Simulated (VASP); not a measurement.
Given:

```xyz
8
Lattice="1.5384 -2.6646 0.0000 1.5384 2.6646 0.0000 0.0000 0.0000 10.0736" Properties=species:S:1:pos:R:3 pbc="T T T"
Si     0.0000     0.0000     0.0030
Si     0.0000     0.0000     5.0397
Si     1.5384    -0.8882     7.5577
Si     1.5384     0.8882     2.5209
C      0.0000     0.0000     8.1884
C      0.0000     0.0000     3.1516
C      1.5384    -0.8882     5.6637
C      1.5384     0.8882     0.6269
```

Calculation: r2SCAN meta-GGA, VASP's PBE PAW potentials (set 64) (plane waves; VASP 6.6.1). Numerical set-up: 520 eV cut-off, 9×9×3 Γ-centred mesh, tetrahedra with Blöchl corrections, potentials Si C.

Question: Predict the energy per atom (σ→0), band gap (over mesh and band path) with the smallest direct gap where there is one.

Answer: 
The band gap (over mesh and band path) comes out as 2.61 eV. The smallest direct gap (over mesh and band path) is 3.79 eV and the energy per atom (σ→0) comes out as -9.663 eV/atom.

The absolute energy has meaning only against runs of the same code, potentials and settings.

The compound is SiC in the 4h structure. It was relaxed first.
